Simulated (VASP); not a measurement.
Energy against volume of Pb (fcc). Method: PW91 GGA, VASP's PBE PAW potentials (set 64) (plane waves; VASP). Run with 520 eV cut-off, 13×13×13 Γ-centred mesh, first-order Methfessel-Paxton smearing of 0.10 eV, potentials Pb_d.

| V (Å³/atom) | E (eV/atom) |
|---|---|
| 30.819 | -3.59032 |
| 31.772 | -3.59566 |
| 32.725 | -3.59384 |
| 33.678 | -3.58626 |

Task: Fit these four points and predict the energy of the run at 29.865 Å³/atom.

Result: A cubic in V^(−2/3), the third-order Birch-Murnaghan form, passes through the four points with V0 = 31.98 Å³/atom and B0 = 38 GPa, and gives -3.5761 eV/atom there. The run gave -3.5760 eV/atom, +0.1 meV/atom from the fit; all five points give B0 = 39 GPa.

The compound is Pb in the fcc structure. It was relaxed first, which changed the volume by +5 %.
